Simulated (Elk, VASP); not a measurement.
VASP input:

**KPOINTS**
```
Automatic mesh
0
Gamma
16 16 9
0 0 0
```

### INCAR
```
SYSTEM = Zr
PREC = Accurate
ENCUT = 300
EDIFF = 1E-6
NELM = 100
ALGO = Normal
LREAL = .FALSE.
LASPH = .TRUE.
ISMEAR = 0
SIGMA = 0.136
GGA = PE
LMAXMIX = 4
LWAVE = .FALSE.
LCHARG = .FALSE.
ISIF = 2
```

### POSCAR
```
Zr
1
    3.1449230000     0.0000000000     0.0000000000
   -1.5724620000     2.7235830000     0.0000000000
    0.0000000000     0.0000000000     5.0216360000
Zr
2
Direct
  0.3333330000   0.6666670000   0.2500000000
  0.6666670000   0.3333330000   0.7500000000
```

POTCAR, in this order: Zr_sv (PBE.64 set). Program: vasp_std.

### Question
Translate it to Elk.

### Answer
One input that does it (PBE, all-electron FP-LAPW, Elk's shipped species files, APW+lo basis with extra local orbitals):
```
tasks
  0

xctype
  20

tforce
  .true.

rgkmax
  7.5

gmaxvr
  18.0

lmaxapw
  10

lmaxo
  8

nxlo
  2

lorbcnd
  .true.

lradstp
  2

nrmtscf
  2.0

lmaxi
  4

stype
  0

swidth
  0.00499791

maxscl
  100

scale
  5.943042923

avec
    1.0000000000    0.0000000885    0.0000000000
   -0.5000000766    0.8660253595    0.0000000000
    0.0000000000    0.0000000000    1.5967437659

sppath
  './'

atoms
  1
  'Zr.in'
  2
  0.3333333333  0.6666666667  0.2500000000    0.0 0.0 0.0
  0.6666666667  0.3333333333  0.7500000000    0.0 0.0 0.0

ngridk
  16 16 9
```
The two runs describe the same crystal, functional and task. Each code takes its own potentials, basis and convergence tests.

VASP also gives the stress here, which the Elk input doesn't ask for.

The structure comes from a computed database's Zr entry (P6_3/mmc); how it stands against other phases isn't given here. The cell was not relaxed at this level, and its volume differs by -5.9 % from the start's.
